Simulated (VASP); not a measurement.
# Cs2PbI2Cl2 (I4/mmm) in VASP: further runs

Runs on Cs2PbI2Cl2. Level: PBE. Tasks: relaxation of cell and atoms.

Program: VASP 6.6.1. These are calculated values, not measurements. Logs are shortened: lines on timing, memory, paths and dates and some standing lists are left out, and cuts for length are marked.

**1. The crystal as given**

Symmetry: I4/mmm, No. 139, tetragonal system. The conventional cell has a = 5.768 Å, b = 5.768 Å, c = 19.486 Å, α = 90.00°, β = 90.00°, γ = 90.00°. Around Cs (site symmetry 4mm) lie 4 Cl at 3.86 Å and 5 I at 3.94 to 4.13 Å. Pb (site symmetry 4/mmm) is surrounded by 4 Cl at 2.88 Å and 2 I at 3.24 Å. Around I (site symmetry 4mm) lie 1 Pb at 3.24 Å. Cl (site symmetry mmm) has 2 Pb at 2.88 Å as nearest neighbours.

The cell comes from a database or a generator and needn't be the stable form of this composition.

**2. Relaxation of cell and atoms, PBE**

INCAR

```
PREC = Accurate
ENCUT = 300
EDIFF = 1E-6
ISMEAR = 0
SIGMA = 0.03
LREAL = F
LASPH = T
NELM = 80
ALGO = Normal
ISIF = 3
LWAVE = F
LCHARG = F
GGA = PE
IBRION = 2
NSW = 90
EDIFFG = -0.01
KPAR = 2
```

KPOINTS

```
Automatic mesh
0
Gamma
  4 4 4
```

POSCAR

```
Cs2PbI2Cl2
1.0
   -2.8838975000      2.8838975000      9.7428095000
    2.8838975000     -2.8838975000      9.7428095000
    2.8838975000      2.8838975000     -9.7428095000
Cs Pb I Cl
2 1 2 2
Direct
    0.3686450000      0.3686450000      0.0000000000
    0.6313550000      0.6313550000      0.0000000000
    0.0000000000      0.0000000000      0.0000000000
    0.1663280000      0.1663280000      0.0000000000
    0.8336720000      0.8336720000      0.0000000000
    0.5000000000      0.0000000000      0.5000000000
    0.0000000000      0.5000000000      0.5000000000
```

Potentials or basis: VASP PAW PBE potentials, release 64 (Cs_sv, Pb, I, Cl).

On the command line:

```sh
$ cat potpaw_PBE.64/Cs_sv/POTCAR potpaw_PBE.64/Pb/POTCAR potpaw_PBE.64/I/POTCAR potpaw_PBE.64/Cl/POTCAR > POTCAR
$ mpirun -np 2 vasp_std > vasp.out
```

OUTCAR:

```text
PREC = Accurate
   ENCUT = 300
   EDIFF = 1E-6
   ISMEAR = 0
   LREAL = F
   LASPH = T
   NELM = 80
   ISIF = 3
   GGA = PE
   IBRION = 2
   NSW = 90
   EDIFFG = -0.01

 ion  position               nearest neighbor table
   1  0.369  0.369  0.000-
   2  0.631  0.631  0.000-
   3  0.000  0.000  0.000-   6 2.88   7 2.88   7 2.88   6 2.88   4 3.24   5 3.24
   4  0.166  0.166  0.000-   3 3.24
   5  0.834  0.834  0.000-   3 3.24
   6  0.500  0.000  0.500-   3 2.88   3 2.88
   7  0.000  0.500  0.500-   3 2.88   3 2.88

  LATTYP: Found a body centered tetragonal cell.
 ALAT       =     5.7677950000
 C/A-ratio  =     3.3783480516

  Lattice vectors:

 A1 = (  -2.8838975000,   2.8838975000,   9.7428095000)
 A2 = (   2.8838975000,  -2.8838975000,   9.7428095000)
 A3 = (   2.8838975000,   2.8838975000,  -9.7428095000)

Analysis of symmetry for initial positions (statically):
=====================================================================
 Subroutine PRICEL returns:
 Original cell was already a primitive cell.

 Routine SETGRP: Setting up the symmetry group for a
 body centered tetragonal supercell.

 Subroutine GETGRP returns: Found 16 space group operations
 (whereof 16 operations were pure point group operations)
 out of a pool of 16 trial point group operations.

The static configuration has the point symmetry D_4h.

Analysis of symmetry for dynamics (positions and initial velocities):
=====================================================================
 Subroutine PRICEL returns:
 Original cell was already a primitive cell.

 Routine SETGRP: Setting up the symmetry group for a
 body centered tetragonal supercell.

 Subroutine GETGRP returns: Found 16 space group operations
 (whereof 16 operations were pure point group operations)
 out of a pool of 16 trial point group operations.

The dynamic configuration has the point symmetry D_4h.

 Subroutine INISYM returns: Found 16 space group operations
 (whereof 16 operations are pure point group operations),
 and found     1 'primitive' translations

----------------------------------------------------------------------------------------

                                     Primitive cell

  volume of cell :     324.1185

  direct lattice vectors                    reciprocal lattice vectors
    -2.883897500  2.883897500  9.742809500     0.000000000  0.173376481  0.051319899
     2.883897500 -2.883897500  9.742809500     0.173376481  0.000000000  0.051319899
     2.883897500  2.883897500 -9.742809500     0.173376481  0.173376481  0.000000000

  length of vectors
    10.562010535 10.562010535 10.562010535     0.180812434  0.180812434  0.245191371

  position of ions in fractional coordinates (direct lattice)
     0.368645000  0.368645000  0.000000000
     0.631355000  0.631355000  0.000000000
     0.000000000  0.000000000  0.000000000
     0.166328000  0.166328000  0.000000000
     0.833672000  0.833672000  0.000000000
     0.500000000  0.000000000  0.500000000
     0.000000000  0.500000000  0.500000000

  ion indices of the primitive-cell ions
   primitive index   ion index
                 1           1
                 2           2
                 3           3
                 4           4
                 5           5
                 6           6
                 7           7

----------------------------------------------------------------------------------------

 KPOINTS: Automatic mesh

Automatic generation of k-mesh.
 Grid dimensions read from file:
 generate k-points for:    4    4    4

 Generating k-lattice:

  Cartesian coordinates                     Fractional coordinates (reciprocal lattice)
     0.000000000  0.043344120  0.012829975     0.250000000  0.000000000 -0.000000000
     0.043344120  0.000000000  0.012829975     0.000000000  0.250000000 -0.000000000
     0.043344120  0.043344120  0.000000000     0.000000000  0.000000000  0.250000000

  Length of vectors
     0.045203108  0.045203108  0.061297843

  Shift w.r.t. Gamma in fractional coordinates (k-lattice)
     0.000000000  0.000000000  0.000000000

 Subroutine IBZKPT returns following result:
 ===========================================

 Found     13 irreducible k-points:

 Following reciprocal coordinates:
            Coordinates               Weight
  0.000000  0.000000  0.000000      1.000000
  0.250000  0.000000 -0.000000      8.000000
  0.500000  0.000000 -0.000000      4.000000
  0.250000  0.250000 -0.000000      8.000000
  0.500000  0.250000  0.000000     16.000000
 -0.250000  0.250000  0.000000      4.000000
  0.500000  0.500000 -0.000000      2.000000
  0.250000  0.250000  0.250000      2.000000
 -0.250000  0.250000  0.250000      4.000000
  0.500000  0.500000  0.250000      4.000000
 -0.250000  0.500000  0.250000      8.000000
 -0.250000 -0.250000  0.250000      2.000000
  0.500000  0.500000  0.500000      1.000000
   k-points           NKPTS =     13   k-points in BZ     NKDIM =     13   number of bands    NBANDS=     30
   number of dos      NEDOS =    301   number of ions     NIONS =      7
   total plane-waves  NPLWV = 216000
   dimension x,y,z NGX =    60 NGY =   60 NGZ =   60
   dimension x,y,z NGXF=   120 NGYF=  120 NGZF=  120
   ions per type =               2   1   2   2
   NGX,Y,Z   is equivalent  to a cutoff of   9.44,  9.44,  9.44 a.u.
   NGXF,Y,Z  is equivalent  to a cutoff of  18.89, 18.89, 18.89 a.u.
 SYSTEM =  unknown system
   PREC   = accura    normal or accurate (medium, high low for compatibility)
   ISTART =      0    job   : 0-new  1-cont  2-samecut
   ICHARG =      2    charge: 1-file 2-atom 10-const
   ISPIN  =      1    spin polarized calculation?
   LNONCOLLINEAR =      F non collinear calculations
   LSORBIT =      F    spin-orbit coupling
   LASPH  =      T    aspherical Exc in radial PAW
   ENCUT  =  300.0 eV  22.05 Ry    4.70 a.u.  14.92 14.92 14.92*2*pi/ulx,y,z
   NELM   =     80;   NELMIN=  2; NELMDL= -5     # of ELM steps
   EDIFF  = 0.1E-05   stopping-criterion for ELM
   LREAL  =      F    real-space projection
   EDIFFG = -.1E-01   stopping-criterion for IOM
   NSW    =     90    number of steps for IOM
   IBRION =      2    ionic relax: 0-MD 1-quasi-New 2-CG
   NFREE  =      1    steps in history (QN), initial steepest desc. (CG)
   ISIF   =      3    stress and relaxation
   ISYM   =      2    0-nonsym 1-usesym 2-fastsym
   POTIM  = 0.5000    time-step for ionic-motion
   TEBEG  =    0.0;   TEEND  =   0.0 temperature during run
   PSTRESS=    0.0 pullay stress
   NELECT =      50.0000    total number of electrons
   NUPDOWN=      -1.0000    fix difference up-down
   EMIN   =  10.00;   EMAX   =-10.00  energy-range for DOS
   EFERMI =   0.00;   METHOD = LEGACY
   ISMEAR =     0;   SIGMA  =   0.03  broadening in eV -4-tet -1-fermi 0-gaus
   EFERMI_NEDOS =   21; number of points for ismear=-14 and -15
   IALGO  =     38    algorithm
   IMIX   =      4    mixing-type and parameters
     AMIX     =   0.40;   BMIX     =  1.00
     AMIX_MAG =   1.60;   BMIX_MAG =  1.00
  volume/ion in A,a.u.               =      46.30       312.47
  Fermi-wavevector in a.u.,A,eV,Ry     =   0.878005  1.659188 10.488628  0.770892
  Thomas-Fermi vector in A             =   1.998032
   LORBIT       =      0    0 simple, 1 ext, 2 COOP (PROOUT), +10 PAW based schemes
   GGA     = PE    functional components
   LHFCALC =     F    Hartree Fock is set to
   AEXX    =    0.0000 exact exchange contribution
   IVDW    =     0    specifies the selected vdW correction
   LEPSILON=     F    determine dielectric tensor
   LRPA    =     F    only Hartree local field effects (RPA)
 conjugate gradient relaxation of ions
 non-spin polarized calculation
 Gauss-broadening in eV      SIGMA  =   0.03
  energy-cutoff  :      300.00
  volume of cell :      324.12
 maximum number of plane-waves:      3844
   NGX = 29   NGY = 29   NGZ = 29

--------------------------------------- Ionic step        1  -------------------------------------------

 number of electron      50.0000002 magnetization

 Free energy of the ion-electron system (eV)
  ---------------------------------------------------
  ext. energy  EPLUGINS =         0.00000000
  ---------------------------------------------------
  free energy    TOTEN  =       -22.13331827 eV

  energy without entropy =      -22.13331827  energy(sigma->0) =      -22.13331827

------------------------ aborting loop because EDIFF is reached ----------------------------------------

  FORCE on cell =-STRESS in cart. coord.  units (eV):
  Direction    XX          YY          ZZ          XY          YZ          ZX
  --------------------------------------------------------------------------------------
  -------------------------------------------------------------------------------------
  Total       -0.3800552     -0.3800552     -0.3233980      0.0000000      0.0000000      0.0000000
  in kB       -1.8786826     -1.8786826     -1.5986156      0.0000000      0.0000000      0.0000000
  external PRESSURE =      -1.7853269 kB  Pullay stress =       0.0000000 kB

 VOLUME and BASIS-vectors are now :
 -----------------------------------------------------------------------------
  energy-cutoff  :      300.00
  volume of cell :      324.12
      direct lattice vectors                 reciprocal lattice vectors
    -2.883897500  2.883897500  9.742809500     0.000000000  0.173376481  0.051319899
     2.883897500 -2.883897500  9.742809500     0.173376481  0.000000000  0.051319899
     2.883897500  2.883897500 -9.742809500     0.173376481  0.173376481  0.000000000
[... 42 lines left out ...]
 POSITION                                       TOTAL-FORCE (eV/Angst)
 -----------------------------------------------------------------------------------
      2.87634      2.87634     -2.55390        -0.000000     -0.000000     -0.002547
      2.87634      2.87634      2.55390        -0.000000     -0.000000      0.002547
      2.87634      2.87634     -9.72109         0.000000      0.000000     -0.000000
      0.00000      0.00000      3.23242        -0.000000     -0.000000     -0.003053
      2.87634      2.87634      6.48867         0.000000      0.000000      0.003053
      0.00000      2.87634      0.00000         0.000000      0.000000     -0.000000
      2.87634      0.00000      0.00000         0.000000      0.000000     -0.000000
 -----------------------------------------------------------------------------------
    total drift:                               -0.000000      0.000000      0.000000

  FREE ENERGIE OF THE ION-ELECTRON SYSTEM (eV)
  ---------------------------------------------------
  free  energy   TOTEN  =       -22.1351197039 eV

  energy  without entropy=      -22.1351197039  energy(sigma->0) =      -22.13511970

--------------------------------------- Ionic step        3  -------------------------------------------

 number of electron      50.0000006 magnetization

 Free energy of the ion-electron system (eV)
  ---------------------------------------------------
  ext. energy  EPLUGINS =         0.00000000
  ---------------------------------------------------
  free energy    TOTEN  =       -22.13527567 eV

  energy without entropy =      -22.13527567  energy(sigma->0) =      -22.13527567

 E-fermi :   0.4670     XC(G=0):  -7.2912

 val. band max:        0.2759682420   @ k =   0.5000   0.5000  -0.0000
 cond. band min:       2.7679694980   @ k =   0.5000   0.5000  -0.0000
 fundamental gap:      2.4920012561
 Fermi energy:         0.4670016094

 k-point     1 :       0.0000    0.0000    0.0000
  band No.  band energies     occupation
      1     -20.2038      2.00000
      2     -20.1991      2.00000
      3     -13.9468      2.00000
      4     -13.5870      2.00000
      5     -10.5717      2.00000
      6     -10.5111      2.00000
[... 440 lines left out ...]
 POSITION                                       TOTAL-FORCE (eV/Angst)
 -----------------------------------------------------------------------------------
      0.00000      0.00000      7.16148         0.000000      0.000000     -0.002815
      0.00000      0.00000     12.26528         0.000000      0.000000      0.002815
      0.00000     -0.00000      0.00000         0.000000      0.000000     -0.000000
      0.00000      0.00000      3.22937        -0.000000     -0.000000      0.006303
      0.00000      0.00000     16.19739        -0.000000     -0.000000     -0.006303
      0.00000      2.87366      0.00000         0.000000      0.000000     -0.000000
      2.87366      0.00000      0.00000         0.000000      0.000000     -0.000000
 -----------------------------------------------------------------------------------
    total drift:                                0.000000     -0.000000     -0.000000

  FREE ENERGIE OF THE ION-ELECTRON SYSTEM (eV)
  ---------------------------------------------------
  free  energy   TOTEN  =       -22.1352756722 eV

  energy  without entropy=      -22.1352756722  energy(sigma->0) =      -22.13527567

 reached required accuracy - stopping structural energy minimisation
```

It took 3.2 min on 2 MPI ranks of AMD EPYC 7R13 (Zen 3), shared host; peak memory 0.52 GiB.

Results:

```yaml
Free_energy: -22.1353 eV
Relaxed_volume: 45.84 Å³/atom
Relaxed_cell: a = 10.529 Å, b = 10.529 Å, c = 10.529 Å, α = 148.32°, β = 148.32°, γ = 45.41°
Space_group_after_relaxing_to_0.05_Å: I4/mmm (No. 139)
Energy_gained_by_relaxing: 0.3 meV/atom
Ionic_steps: 3
Pressure_after_relaxing: 0.0 GPa
Largest_force_after_relaxing: 0.006 eV/Å
Band_gap_on_the_k_mesh: 2.49 eV, direct
```

Forces in eV/Å, atoms in the order of the input:
```
Cs   0.000  0.000 -0.003
Cs   0.000  0.000  0.003
Pb   0.000  0.000  0.000
I    0.000  0.000  0.006
I    0.000  0.000 -0.006
Cl   0.000  0.000  0.000
Cl   0.000  0.000  0.000
```

Step by step:
```tsv
step	energy change (eV)	largest force (eV/Å)	pressure (GPa)	volume (Å³)
1	0.0000	0.0282	-0.18	324.12
2	-0.0018	0.0031	-0.05	321.70
3	-0.0020	0.0063	0.00	320.85
```

Final structure:
```yaml
crystal:
  lattice:
    - [-2.87366, 2.87366, 9.71338]
    - [2.87366, -2.87366, 9.71338]
    - [2.87366, 2.87366, -9.71338]
  atoms:
    - { symbol: Cs, position: [0.36864, 0.36864, 0.00000] }
    - { symbol: Cs, position: [0.63136, 0.63136, 0.00000] }
    - { symbol: Pb, position: [0.00000, 0.00000, 0.00000] }
    - { symbol: I, position: [0.16623, 0.16623, 0.00000] }
    - { symbol: I, position: [0.83377, 0.83377, 0.00000] }
    - { symbol: Cl, position: [0.50000, 0.00000, 0.50000] }
    - { symbol: Cl, position: [0.00000, 0.50000, 0.50000] }
```

Levels at points of the mesh, in eV from the valence-band top:
```tsv
k point	band 23	band 24	band 25	band 26	band 27	band 28
(0.00, 0.00, 0.00)	-0.70	-0.52	-0.52	3.97	4.25	4.94
(0.50, 0.00, 0.00)	-0.78	-0.73	-0.32	3.02	3.78	5.20
(0.50, 0.50, 0.00)	-0.69	-0.54	0.00	2.49	2.60	3.49
(0.50, 0.50, 0.50)	-0.56	-0.56	-0.41	3.79	4.57	4.69
```

Caveat: the cutoff is under 1.25 times the usual one of these potentials, so pressure, stress and relaxed cells hold a basis-set (Pulay) error; spin-orbit coupling is left out, which as a rule narrows the gap of such compounds by several tenths of an eV. A hybrid or GW would open this gap; PBE tends to underestimate it.

**3. Relaxation of cell and atoms, PBE**

This run uses another cell than the first one, of 45.84 Å³/atom, 0.990 times its volume.

Edit INCAR of step 2 so:

```diff
@@ -2,3 +2,3 @@
 ENCUT = 300
-EDIFF = 1E-6
+EDIFF = 1E-7
 ISMEAR = 0
@@ -15,3 +15,3 @@
 NSW = 90
-EDIFFG = -0.01
+EDIFFG = -0.005
 KPAR = 2
```

KPOINTS is that of step 2.

POSCAR

```
Cs2PbI2Cl2                              
1.0
   -2.8736603955      2.8736603955      9.7133807267
    2.8736603955     -2.8736603955      9.7133807267
    2.8736603955      2.8736603955     -9.7133807267
  Cs              Pb              I               Cl            
     2     1     2     2
Direct
     0.3686400259341945    0.3686400259341945    0.0000000000000000
     0.6313599740658055    0.6313599740658055    0.0000000000000000
     0.0000000000000000    0.0000000000000000    0.0000000000000000
     0.1662332676779540    0.1662332676779540    0.0000000000000000
     0.8337667323220461    0.8337667323220461    0.0000000000000000
     0.5000000000000000    0.0000000000000000    0.5000000000000000
     0.0000000000000000    0.5000000000000000    0.5000000000000000
```

Potentials or basis: VASP PAW PBE potentials, release 64 (Cs_sv, Pb, I, Cl).

On the command line:

```sh
$ cat potpaw_PBE.64/Cs_sv/POTCAR potpaw_PBE.64/Pb/POTCAR potpaw_PBE.64/I/POTCAR potpaw_PBE.64/Cl/POTCAR > POTCAR
$ mpirun -np 2 vasp_std > vasp.out
```

Run time: 3.4 min. Hardware: 2 MPI ranks of AMD EPYC 7R13 (Zen 3), shared host; peak memory 0.52 GiB.

It converged, with:

* Free energy: -22.1334 eV
* Relaxed volume: 45.81 Å³/atom
* Relaxed cell: a = 10.530 Å, b = 10.530 Å, c = 10.530 Å, α = 148.33°, β = 148.33°, γ = 45.39°
* Space group after relaxing (to 0.05 Å): I4/mmm (No. 139)
* Energy gained by relaxing: 0.0 meV/atom
* Ionic steps: 2
* Pressure after relaxing: 0.0 GPa
* Largest force after relaxing: 0.005 eV/Å
* Band gap on the k mesh: 2.49 eV, direct

Forces on the atoms (eV/Å):
```
Cs   0.000  0.000 -0.003
Cs   0.000  0.000  0.003
Pb   0.000  0.000  0.000
I    0.000  0.000  0.005
I    0.000  0.000 -0.005
Cl   0.000  0.000  0.000
Cl   0.000  0.000  0.000
```

Final structure:
```
Cs Pb I Cl
1.0
    -2.87281    2.87281    9.71431
     2.87281   -2.87281    9.71431
     2.87281    2.87281   -9.71431
Cs Pb I Cl
2 1 2 2
Direct
  0.36863 0.36863 0.00000
  0.63137 0.63137 0.00000
  0.00000 0.00000 0.00000
  0.16625 0.16625 0.00000
  0.83375 0.83375 0.00000
  0.50000 0.00000 0.50000
  0.00000 0.50000 0.50000
```

Levels at points of the mesh, in eV from the valence-band top:
```
           k point  band 21  band 22  band 23  band 24  band 25  band 26  band 27  band 28  band 29  band 30
(0.00, 0.00, 0.00)    -0.73    -0.73    -0.70    -0.52    -0.52     3.97     4.25     4.94     5.06     5.38
(0.50, 0.00, 0.00)    -0.98    -0.83    -0.78    -0.73    -0.32     3.02     3.78     5.20     5.49     5.61
(0.50, 0.50, 0.00)    -0.96    -0.85    -0.70    -0.55     0.00     2.49     2.60     3.49     5.61     5.68
(0.50, 0.50, 0.50)    -0.70    -0.70    -0.56    -0.56    -0.42     3.78     4.57     4.69     4.77     5.36
```

Caveat: the cutoff is under 1.25 times the usual one of these potentials, so pressure, stress and relaxed cells hold a basis-set (Pulay) error; spin-orbit coupling is left out, which as a rule narrows the gap of such compounds by several tenths of an eV. A k mesh can miss the band edges.
